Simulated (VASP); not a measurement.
Method: r2SCAN meta-GGA, VASP's PBE PAW potentials (set 64) (plane waves; VASP 6.6.1).

VASP input:

**POSCAR**
```
Hf
1
   -0.0000000000     3.2194755633     3.2194755633
    3.2194755633    -0.0000000000     3.2194755633
    3.2194755633     3.2194755633    -0.0000000000
Hf
2
Direct
  0.7500000000   0.7500000000   0.7500000000
  0.5000000000   0.5000000000   0.5000000000
```

INCAR:
```
SIGMA = 0.1   # width (eV)
LREAL = .FALSE.   # projection in real space or not
EDIFF = 1E-6   # SCF stop (eV)
LCHARG = .FALSE.
LWAVE = .FALSE.
ISMEAR = 1   # Methfessel-Paxton
SYSTEM = Hf
PREC = Accurate
NSW = 60   # most ionic steps
EDIFFG = -0.01   # ionic stop
ALGO = Normal   # blocked Davidson
LMAXMIX = 6   # l cut-off of mixed one-centre charges
IBRION = 2
ISIF = 3   # ions, shape and volume
LMIXTAU = .TRUE.
LASPH = .TRUE.
ENCUT = 400
NELM = 100
METAGGA = R2SCAN
```

KPOINTS:
```
Automatic mesh
0
Gamma
9 9 9
```

POTCAR, in this order: Hf_pv (PBE.64 set). Program: vasp_std.

Unless said otherwise, spin-orbit coupling is left out, though it shifts the bands of the heavy elements here.

Task: What does the run give for the energy per atom (σ→0), band gap (on the k-mesh)?

Result: 
```json
{
  "energy per atom (σ→0)": "-42.150 eV/atom",
  "band gap (on the k-mesh)": "none (metal, semimetal or under 0.01 eV)"
}
```

### OSZICAR
```
...
DAV:  30    -0.842996122278E+02   -0.56532E-05   -0.49215E-05   992   0.354E-02    0.359E-02
DAV:  31    -0.842995989000E+02    0.13328E-04   -0.20190E-05  1050   0.281E-02    0.799E-03
DAV:  32    -0.842995871431E+02    0.11757E-04   -0.57593E-06  1028   0.160E-02    0.938E-03
DAV:  33    -0.842996231310E+02   -0.35988E-04   -0.32727E-05   992   0.262E-02    0.632E-03
DAV:  34    -0.842996259031E+02   -0.27721E-05   -0.28467E-06  1060   0.100E-02    0.108E-02
DAV:  35    -0.842996271130E+02   -0.12099E-05   -0.95217E-07   580   0.492E-03    0.888E-03
DAV:  36    -0.842996274105E+02   -0.29750E-06   -0.10894E-06   556   0.594E-03
   1 F= -.84299627E+02 E0= -.84299109E+02  d E =-.842996E+02
```

The structure was generated: Hf was put into the diamond type (Fd-3m), which need not be its known phase. It was relaxed first, which changed the volume by +5 %. The start is the result of an earlier pass.
